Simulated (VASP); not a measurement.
# K(110): what the settings do to the level below the vacuum, part 3 of 4

How far does the level below the vacuum of K(110) depend on the numerical settings, and how far on the functional?

VASP 6.6.1, plane waves and PAW; the level of theory is named at each step.

So far. Step 5 (Another mesh, mesh points along a 9, k-mesh 9×9×1): Against the base run its depth below the vacuum changes by +0.00 eV and the energy by -6.8 meV an atom. Step 9 (Another vacuum, vacuum width 24): Against the base run its depth below the vacuum changes by +0.00 eV and the energy by -0.0 meV an atom.

### Step 11. A lower cutoff, ENCUT 210

Level of this step: PBE; plane waves and PAW (K_pv) (VASP).

A lower cutoff is cheaper, and the test is whether a potential difference survives it better than the total energy.

The input, INCAR:

```
SYSTEM = K
PREC = Normal
ENCUT = 210
EDIFF = 1E-06
NELM = 120
ISMEAR = 1
SIGMA = 0.1
LREAL = .FALSE.
ALGO = Normal
GGA = PE
NBANDS = 31
LORBIT = 11
LWAVE = .FALSE.
LCHARG = .FALSE.
KPAR = 4
IDIPOL = 3
LDIPOL = .TRUE.
DIPOL = 0.5 0.5 0.5
LVHAR = .TRUE.
LVACPOTAV = .TRUE.
```

The input, POSCAR:

```
K
1.0
    3.6981684656     -2.6150000000      0.0000000000
    3.6981684656      2.6150000000      0.0000000000
    0.0000000000      0.0000000000     40.1890107936
K
7
Direct
    0.0000000000      0.0000000000      0.2239418145
    0.5000000000      0.5000000000      0.3159612097
    0.0000000000      0.0000000000      0.4079806048
    0.5000000000      0.5000000000      0.5000000000
    0.0000000000      0.0000000000      0.5920193952
    0.5000000000      0.5000000000      0.6840387903
    0.0000000000      0.0000000000      0.7760581855
```

The input, KPOINTS:

```
Automatic mesh
0
Gamma
6 6 1
0 0 0
```

PAW data sets: K_pv (PBE family, release 64).

The run is started by

```console
$ mpirun -np 4 vasp_std
```

What it wrote:

```text
[... set-up lines as in an earlier step ...]
 entering main loop
       N       E                     dE             d eps       ncg     rms          rms(c)
DAV:   1     0.783961221641E+02    0.78396E+02   -0.14518E+04  1126   0.575E+02
DAV:   2    -0.455405917996E+01   -0.82950E+02   -0.77776E+02   926   0.133E+02
DAV:   3    -0.698404569314E+01   -0.24300E+01   -0.23881E+01  1015   0.215E+01
DAV:   4    -0.705668093743E+01   -0.72635E-01   -0.72532E-01  1040   0.331E+00
[...]
DAV:  22    -0.689602090781E+01   -0.42649E-05   -0.16538E-07   494   0.101E-03    0.311E-04
DAV:  23    -0.689602263643E+01   -0.17286E-05   -0.94467E-08   473   0.672E-04    0.121E-04
DAV:  24    -0.689602297954E+01   -0.34311E-06   -0.19783E-08   473   0.397E-04
 [... a notice as in an earlier step ...]

   1 F= -.68960230E+01 E0= -.68956283E+01  d E =-.118406E-02
```

It took 36 s on 4 MPI ranks of AMD EPYC 7R43, shared host; peak memory 0.77 GiB.

Parts of OUTCAR (step 11):

```text
  Total        0.3050854     -0.0368239      0.2467024      0.0000000      0.0000000      0.0000000
  in kB        0.6288345     -0.0759006      0.5084967      0.0000000      0.0000000      0.0000000
  external PRESSURE =       0.3538102 kB  Pullay stress =       0.0000000 kB

 POSITION                                       TOTAL-FORCE (eV/Angst)
 -----------------------------------------------------------------------------------
      0.00000      0.00000      9.00000        -0.000000     -0.000000     -0.019002
      3.69817      0.00000     12.69817        -0.000000     -0.000000      0.010166
      0.00000      0.00000     16.39634         0.000000     -0.000000     -0.007114
      3.69817      0.00000     20.09451         0.000000      0.000000     -0.000000
      0.00000      0.00000     23.79267         0.000000     -0.000000      0.007114
      3.69817      0.00000     27.49084        -0.000000     -0.000000     -0.010166
      0.00000      0.00000     31.18901         0.000000     -0.000000      0.019002
 -----------------------------------------------------------------------------------
    total drift:                                0.000000      0.000000      0.000000

  FREE ENERGIE OF THE ION-ELECTRON SYSTEM (eV)
  ---------------------------------------------------
  free  energy   TOTEN  =        -6.8960229795 eV

  energy  without entropy=       -6.8948389166  energy(sigma->0) =       -6.89562829

[... 1 part as in an earlier step ...]

[... 2 further parts left out ...]
[key lines of the parts left out:]
E-fermi :  -1.5351
```

Numbers from this step:

```yaml
energy_at_zero_smearing: -6.896 eV
fermi_energy: -1.535 eV
vacuum_levels: 0.839, 0.839 eV
work_functions_of_the_upper_and_lower_face: 2.374, 2.374 eV
highest_filled_level_below_the_vacuum: 2.374 eV
```

Against the base run its depth below the vacuum changes by +0.00 eV and the energy by -0.1 meV an atom.

### Step 12. A lower cutoff, ENCUT 280

Edit INCAR of step 11 so:

```diff
@@ -2,3 +2,3 @@
 PREC = Normal
-ENCUT = 210
+ENCUT = 280
 EDIFF = 1E-06
```

POSCAR is that of step 11.

KPOINTS is that of step 11.

The run is started by

```console
$ mpirun -np 4 vasp_std
```

What it wrote:

```text
[... set-up lines as in an earlier step ...]
 entering main loop
       N       E                     dE             d eps       ncg     rms          rms(c)
DAV:   1     0.932443155564E+02    0.93244E+02   -0.15877E+04  1118   0.705E+02
DAV:   2    -0.411575630677E+01   -0.97360E+02   -0.92242E+02   925   0.153E+02
DAV:   3    -0.697185739049E+01   -0.28561E+01   -0.27254E+01  1014   0.236E+01
DAV:   4    -0.705623315396E+01   -0.84376E-01   -0.84208E-01  1055   0.371E+00
[...]
DAV:  22    -0.689641681470E+01   -0.47557E-05   -0.19423E-07   501   0.899E-04    0.299E-04
DAV:  23    -0.689641874659E+01   -0.19319E-05   -0.11037E-07   473   0.599E-04    0.123E-04
DAV:  24    -0.689641915775E+01   -0.41116E-06   -0.27831E-08   473   0.384E-04
 [... a notice as in an earlier step ...]

   1 F= -.68964192E+01 E0= -.68960239E+01  d E =-.118579E-02
```

Elapsed: 62 s, on 4 MPI ranks; peak memory 1.1 GiB; 4 min of CPU time.

OUTCAR, selected parts (step 12):

```text
  Total        0.3717068      0.0446590      0.3021114      0.0000000      0.0000000      0.0000000
  in kB        0.7661529      0.0920500      0.6227045      0.0000000      0.0000000      0.0000000
  external PRESSURE =       0.4936358 kB  Pullay stress =       0.0000000 kB

 POSITION                                       TOTAL-FORCE (eV/Angst)
 -----------------------------------------------------------------------------------
      0.00000      0.00000      9.00000        -0.000000      0.000000     -0.019837
      3.69817      0.00000     12.69817         0.000000      0.000000      0.009744
      0.00000      0.00000     16.39634        -0.000000      0.000000     -0.007336
      3.69817      0.00000     20.09451        -0.000000     -0.000000      0.000000
      0.00000      0.00000     23.79267         0.000000      0.000000      0.007336
      3.69817      0.00000     27.49084        -0.000000      0.000000     -0.009744
      0.00000      0.00000     31.18901        -0.000000      0.000000      0.019837
 -----------------------------------------------------------------------------------
    total drift:                                0.000000      0.000000      0.000000

  FREE ENERGIE OF THE ION-ELECTRON SYSTEM (eV)
  ---------------------------------------------------
  free  energy   TOTEN  =        -6.8964191577 eV

  energy  without entropy=       -6.8952333668  energy(sigma->0) =       -6.89602389

[... 1 part as in an earlier step ...]

[... 2 further parts left out ...]
[key lines of the parts left out:]
E-fermi :  -1.5353
```

Against the base run its depth below the vacuum changes by +0.00 eV and the energy by -0.1 meV an atom.

### Step 13. Another smearing width, SIGMA 0.02

The width trades sharpness at the Fermi level against the mesh needed.

Edit INCAR of step 12 so:

```diff
@@ -2,3 +2,3 @@
 PREC = Normal
-ENCUT = 280
+ENCUT = 350
 EDIFF = 1E-06
@@ -6,3 +6,3 @@
 ISMEAR = 1
-SIGMA = 0.1
+SIGMA = 0.02
 LREAL = .FALSE.
```

POSCAR is that of step 12.

KPOINTS is that of step 12.

The run is started by

```console
$ mpirun -np 4 vasp_std
```

What it wrote:

```text
[... set-up lines as in an earlier step ...]
 entering main loop
       N       E                     dE             d eps       ncg     rms          rms(c)
DAV:   1     0.106665754841E+03    0.10667E+03   -0.17020E+04  1118   0.830E+02
DAV:   2    -0.361424034448E+01   -0.11028E+03   -0.10526E+03   911   0.172E+02
DAV:   3    -0.696066708634E+01   -0.33464E+01   -0.31930E+01  1015   0.254E+01
DAV:   4    -0.705654244257E+01   -0.95875E-01   -0.95602E-01  1001   0.393E+00
[...]
DAV:  22    -0.689384636585E+01   -0.24609E-05   -0.15481E-07   480   0.129E-03    0.384E-04
DAV:  23    -0.689384940692E+01   -0.30411E-05   -0.16001E-07   494   0.159E-03    0.211E-04
DAV:  24    -0.689384998168E+01   -0.57475E-06   -0.25487E-08   487   0.395E-04
 [... a notice as in an earlier step ...]

   1 F= -.68938500E+01 E0= -.68934919E+01  d E =-.107420E-02
```

Run time: 83 s. Hardware: 4 MPI ranks; peak memory 1.5 GiB.

From OUTCAR (step 13):

```text
  Total        0.4840980     -0.0373215      0.2898453      0.0000000      0.0000000      0.0000000
  in kB        0.9978107     -0.0769262      0.5974219      0.0000000      0.0000000      0.0000000
  external PRESSURE =       0.5061021 kB  Pullay stress =       0.0000000 kB

 POSITION                                       TOTAL-FORCE (eV/Angst)
 -----------------------------------------------------------------------------------
      0.00000      0.00000      9.00000         0.000000     -0.000000     -0.018153
      3.69817      0.00000     12.69817        -0.000000     -0.000000      0.011327
      0.00000      0.00000     16.39634         0.000000     -0.000000     -0.007244
      3.69817      0.00000     20.09451         0.000000      0.000000      0.000000
      0.00000      0.00000     23.79267         0.000000     -0.000000      0.007244
      3.69817      0.00000     27.49084        -0.000000     -0.000000     -0.011327
      0.00000      0.00000     31.18901         0.000000     -0.000000      0.018153
 -----------------------------------------------------------------------------------
    total drift:                                0.000000      0.000000      0.000000

  FREE ENERGIE OF THE ION-ELECTRON SYSTEM (eV)
  ---------------------------------------------------
  free  energy   TOTEN  =        -6.8938499817 eV

  energy  without entropy=       -6.8927757825  energy(sigma->0) =       -6.89349192

[... 2 parts as in an earlier step ...]

[... 1 further part left out ...]
[key lines of the parts left out:]
E-fermi :  -1.5403
```

This step gave:

| Property | Result |
| --- | --- |
| free energy (TOTEN) | -6.894 eV |
| energy at zero smearing | -6.893 eV |
| Fermi energy | -1.540 eV |
| work functions of the upper and lower face | 2.379, 2.379 eV |
| highest filled level below the vacuum | 2.379 eV |

Against the base run its depth below the vacuum changes by +0.01 eV and the energy by +0.2 meV an atom.

### Step 14. Another smearing width, SIGMA 0.4

Edit INCAR of step 13 so:

```diff
@@ -6,3 +6,3 @@
 ISMEAR = 1
-SIGMA = 0.02
+SIGMA = 0.4
 LREAL = .FALSE.
```

POSCAR is that of step 13.

KPOINTS is that of step 13.

The run is started by

```console
$ mpirun -np 4 vasp_std
```

What it wrote:

```text
[... set-up lines as in an earlier step ...]
 entering main loop
       N       E                     dE             d eps       ncg     rms          rms(c)
DAV:   1     0.106649797341E+03    0.10665E+03   -0.17020E+04  1118   0.830E+02
DAV:   2    -0.360188369931E+01   -0.11025E+03   -0.10531E+03   911   0.172E+02
DAV:   3    -0.697341630532E+01   -0.33715E+01   -0.32175E+01  1015   0.254E+01
DAV:   4    -0.706943021784E+01   -0.96014E-01   -0.95740E-01  1001   0.393E+00
[...]
DAV:  21    -0.690759512160E+01   -0.24729E-05   -0.67218E-08   494   0.982E-04    0.225E-04
DAV:  22    -0.690759927485E+01   -0.41532E-05   -0.28219E-07   494   0.814E-04    0.123E-04
DAV:  23    -0.690759963905E+01   -0.36421E-06   -0.13911E-08   501   0.262E-04
 [... a notice as in an earlier step ...]

   1 F= -.69075996E+01 E0= -.68998611E+01  d E =-.232156E-01
```

Run time: 86 s. Hardware: 4 MPI ranks; peak memory 1.5 GiB.

Parts of OUTCAR (step 14):

```text
  Total        0.3806085      0.1360543      0.2409911      0.0000000      0.0000000      0.0000000
  in kB        0.7845008      0.2804317      0.4967248      0.0000000      0.0000000      0.0000000
  external PRESSURE =       0.5205524 kB  Pullay stress =       0.0000000 kB

 POSITION                                       TOTAL-FORCE (eV/Angst)
 -----------------------------------------------------------------------------------
      0.00000      0.00000      9.00000        -0.000000     -0.000000     -0.007576
      3.69817      0.00000     12.69817        -0.000000     -0.000000     -0.003230
      0.00000      0.00000     16.39634         0.000000     -0.000000     -0.003360
      3.69817      0.00000     20.09451        -0.000000      0.000000      0.000000
      0.00000      0.00000     23.79267        -0.000000     -0.000000      0.003360
      3.69817      0.00000     27.49084         0.000000     -0.000000      0.003230
      0.00000      0.00000     31.18901        -0.000000     -0.000000      0.007576
 -----------------------------------------------------------------------------------
    total drift:                                0.000000      0.000000      0.000000

  FREE ENERGIE OF THE ION-ELECTRON SYSTEM (eV)
  ---------------------------------------------------
  free  energy   TOTEN  =        -6.9075996391 eV

  energy  without entropy=       -6.8843839930  energy(sigma->0) =       -6.89986109

[... 2 parts as in an earlier step ...]

[... 1 further part left out ...]
[key lines of the parts left out:]
E-fermi :  -1.5379
```

Numbers from this step:

- electronic cycles: 23
- free energy (TOTEN): -6.908 eV
- energy at zero smearing: -6.900 eV
- Fermi energy: -1.538 eV
- vacuum levels: 0.831, 0.831 eV
- work functions of the upper and lower face: 2.369, 2.369 eV
- highest filled level below the vacuum: 2.369 eV

Against the base run its depth below the vacuum changes by -0.00 eV and the energy by -0.7 meV an atom.

### Step 15. All levels side by side

Times are for 4 MPI ranks of AMD EPYC 7R43, shared host. Results by setting:

```csv
no.,run,electronic cycles,cutoff used less the lowest (eV),free energy (TOTEN) (eV),highest filled level below the vacuum (eV),time,memory (GiB)
1,base run,24,140,-6.896,2.373,91 s,1.5
2,series over the cutoff,24,0,-6.896,2.374,36 s,0.77
3,series over the cutoff,24,70,-6.896,2.374,62 s,1.1
4,series over the smearing,24,140,-6.894,2.379,83 s,1.5
5,series over the smearing,23,140,-6.908,2.369,86 s,1.5
```

### Step 16. Another level, functional LDA, disp none

This step: LDA; plane waves and PAW (K_pv) (VASP 6.6.1).

Beside the numerical settings stands the choice of exchange and correlation.

Edit INCAR of step 14 so:

```diff
@@ -6,6 +6,6 @@
 ISMEAR = 1
-SIGMA = 0.4
+SIGMA = 0.1
 LREAL = .FALSE.
 ALGO = Normal
-GGA = PE
+GGA = CA
 NBANDS = 31
```

POSCAR is that of step 14.

KPOINTS is that of step 14.

The run is started by

```console
$ mpirun -np 4 vasp_std
```

What it wrote:

```text
[banner, memory and clock lines left out]
running    4 mpi-ranks, on    1 nodes
 distrk:  each k-point on    1 cores,    4 groups
 distr:  one band on    1 cores,    1 groups

 POSCAR found type information on POSCAR K
 POSCAR found :  1 types and       7 ions
|                                                                             |
|               ----> ADVICE to this user running VASP <----                  |
|                                                                             |
|     You enforced a specific xc type in the INCAR file but a different       |
|     [... a line on the potential file left out ...]
|     I HOPE YOU KNOW WHAT YOU ARE DOING!                                     |
|                                                                             |

 LDA part: xc-table for (Slater(with rela. corr.)+CA(PZ))
 , standard interpolation
 POSCAR, INCAR and KPOINTS ok, starting setup
 FFT: planning ... GRIDC
 FFT: planning ... GRID_SOFT
 FFT: planning ... GRID
 WAVECAR not read
 entering main loop
       N       E                     dE             d eps       ncg     rms          rms(c)
DAV:   1     0.106925415154E+03    0.10693E+03   -0.16937E+04  1118   0.830E+02
DAV:   2    -0.463136055064E+01   -0.11156E+03   -0.10650E+03   911   0.172E+02
DAV:   3    -0.797227472468E+01   -0.33409E+01   -0.31921E+01  1015   0.255E+01
DAV:   4    -0.807250921486E+01   -0.10023E+00   -0.99862E-01  1009   0.397E+00
DAV:   5    -0.807796992400E+01   -0.54607E-02   -0.54596E-02  1095   0.690E-01    0.340E+00
DAV:   6    -0.832346926970E+01   -0.24550E+00   -0.49854E+00   998   0.706E+00    0.285E+00
DAV:   7    -0.804108322964E+01    0.28239E+00   -0.57680E+00  1056   0.235E+00    0.220E+00
DAV:   8    -0.785478895714E+01    0.18629E+00   -0.78971E-01  1015   0.190E+00    0.494E-01
DAV:   9    -0.785358538443E+01    0.12036E-02   -0.26067E-02  1012   0.504E-01    0.292E-01
DAV:  10    -0.785050226934E+01    0.30831E-02   -0.21905E-02  1015   0.550E-01    0.105E-01
DAV:  11    -0.785030297425E+01    0.19930E-03   -0.49530E-03   982   0.205E-01    0.460E-02
DAV:  12    -0.785041352655E+01   -0.11055E-03   -0.11879E-03   927   0.102E-01    0.331E-02
DAV:  13    -0.785050743751E+01   -0.93911E-04   -0.54708E-04   989   0.645E-02    0.171E-02
DAV:  14    -0.785064888374E+01   -0.14145E-03   -0.97430E-05   943   0.341E-02    0.121E-02
DAV:  15    -0.785091599933E+01   -0.26712E-03   -0.13514E-04   876   0.274E-02    0.100E-02
DAV:  16    -0.785096869359E+01   -0.52694E-04   -0.19640E-05   777   0.124E-02    0.499E-03
DAV:  17    -0.785102905937E+01   -0.60366E-04   -0.31084E-05   730   0.154E-02    0.363E-03
DAV:  18    -0.785103951849E+01   -0.10459E-04   -0.18022E-06   664   0.536E-03    0.146E-03
DAV:  19    -0.785105596528E+01   -0.16447E-04   -0.43971E-06   640   0.368E-03    0.952E-04
DAV:  20    -0.785106493382E+01   -0.89685E-05   -0.46926E-07   543   0.151E-03    0.531E-04
DAV:  21    -0.785107544434E+01   -0.10511E-04   -0.10476E-06   508   0.175E-03    0.629E-04
DAV:  22    -0.785108050641E+01   -0.50621E-05   -0.26524E-07   494   0.143E-03    0.243E-04
DAV:  23    -0.785108180727E+01   -0.13009E-05   -0.58839E-08   480   0.498E-04    0.151E-04
DAV:  24    -0.785108228643E+01   -0.47916E-06   -0.27616E-08   473   0.357E-04
 [... a notice as in an earlier step ...]

   1 F= -.78510823E+01 E0= -.78507481E+01  d E =-.100266E-02
```

It took 76 s on 4 MPI ranks; peak memory 1.2 GiB; 5 min of CPU time.

Parts of OUTCAR (step 16):

```text
   NELECT =      49.0000    total number of electrons

 E-fermi :  -1.7126

 k-point     1 :       0.0000    0.0000    0.0000
  band No.  band energies     occupation
    ...
     24      -3.5078      2.00000
     25      -3.1593      2.00000
     26      -2.7281      2.00000
     27      -2.2472      2.00000
     28      -1.7294      1.27977
     29      -1.0162     -0.00000
     30      -0.6751     -0.00000
     31      -0.1890     -0.00000

  Total       -1.2243617     -1.5386431     -1.0485791      0.0000000      0.0000000      0.0000000
  in kB       -2.5236239     -3.1714129     -2.1613051      0.0000000      0.0000000      0.0000000
  external PRESSURE =      -2.6187806 kB  Pullay stress =       0.0000000 kB

 POSITION                                       TOTAL-FORCE (eV/Angst)
 -----------------------------------------------------------------------------------
      0.00000      0.00000      9.00000        -0.000000     -0.000000      0.040844
      3.69817      0.00000     12.69817         0.000000     -0.000000      0.013897
      0.00000      0.00000     16.39634        -0.000000     -0.000000     -0.008603
      3.69817      0.00000     20.09451        -0.000000      0.000000      0.000000
      0.00000      0.00000     23.79267        -0.000000     -0.000000      0.008603
      3.69817      0.00000     27.49084         0.000000     -0.000000     -0.013897
      0.00000      0.00000     31.18901        -0.000000     -0.000000     -0.040844
 -----------------------------------------------------------------------------------
    total drift:                                0.000000      0.000000      0.000000

  FREE ENERGIE OF THE ION-ELECTRON SYSTEM (eV)
  ---------------------------------------------------
  free  energy   TOTEN  =        -7.8510822864 eV

  energy  without entropy=       -7.8500796220  energy(sigma->0) =       -7.85074806

 vacuum level on the upper side and lower side of the slab         0.795         0.795

[... 9 parts as in an earlier step ...]

[... 9 further parts left out ...]
```

The PAW data sets were made with PBE, though LDA sets exist; this is a small mismatch.

Numbers from this step:

- electronic cycles: 24
- free energy (TOTEN): -7.851 eV
- energy at zero smearing: -7.851 eV
- Fermi energy: -1.713 eV
- vacuum levels: 0.795, 0.795 eV
- work functions of the upper and lower face: 2.508, 2.508 eV
- highest filled level below the vacuum: 2.508 eV

Against the base run its depth below the vacuum changes by +0.13 eV.

[end of part 3 of 4]

[Lines on the potential files, build, host, timing and source positions are cut from VASP's logs without a mark.]

[Logs are printed without paths, hosts, clocks, repeated set-up lines and the standing remarks that a program may print on its own settings, such as how far it seeks lower states.]

[Hosts, paths, dates, database ids (printed as entryN), source tags and the programs' standing remarks are cut or masked in the printed files.]

[In band tables of VASP the shares of atoms and orbitals are scaled to a sum of 1 inside the atoms' spheres.]

[Runs that stopped without an error message from VASP are left out.]
